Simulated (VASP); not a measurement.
## BN: energy against strain

BN (wurtzite, P6_3mc, 5.912 Å³/atom and stress up to 0.16 GPa in the relaxed cell, c along z) under an equal strain ε along x and y, with z held. r2SCAN in VASP (plane waves, PAW), 600 eV, 18×18×8 Γ-centred mesh, Gaussian smearing 0.05 eV; ions are relaxed, or left where forces stay under 0.02 eV/Å, within the symmetry of each cell.

Here s stands for strain and y for E less E0.

| strain (%) | E less E0 (meV/atom) |
|---|---|
| -3.00 | ? |
| -1.50 | 10.01 |
| -1.00 | 4.49 |
| -0.50 | 1.17 |
| 0.00 | 0.00 |
| 0.50 | 0.87 |
| 1.00 | 3.70 |
| 1.50 | 8.44 |

Fit y of the 7 rows that show it with a parabola. Least squares gives y = -0.004 - 0.4707·s + 4.1014·s². Residuals (row less fit): 0.080, -0.078, -0.087, 0.004, 0.084, 0.073, -0.078; standard error 0.098 (degrees of freedom: 4). Twice the quadratic coefficient over the volume, 2 × 4.1014 meV × 10⁴ × 0.1602 / 5.912 Å³, is the elastic constants 2(C11 + C12) = 2223 ± 23 GPa (± standard error of the fit, which holds the terms cut off).

Question: What does the fit predict for y at s = -3.00, and how far is the calculated value from it?

Answer: y = -0.004 - 0.4707 × (-3.0) + 4.1014 × (-3.0)² = 38.321 meV/atom. The calculation gives 40.66 meV/atom, 2.339 meV/atom above the prediction (5.8 % of the range of y in the table). The row lies outside the fitted rows, so this is an extrapolation. From the scatter of the fitted rows alone, a prediction at this place has a standard error of 0.375 meV/atom, so the miss is 6.2 times that.

A polynomial of degree 3 through the 12 other runs of the series gives 40.62 there, so most of the miss is curvature that the fit leaves out. BN is here a metastable high-pressure form. Rows are the converged runs of the series near zero and its far end, less any whose ions stayed unrelaxed beside relaxed ones; series whose fitted rows scatter by over a few per cent of the range, as at a crossing or softening among them, aren't shown in this form. Most that stay on the fit to the last digits aren't either.
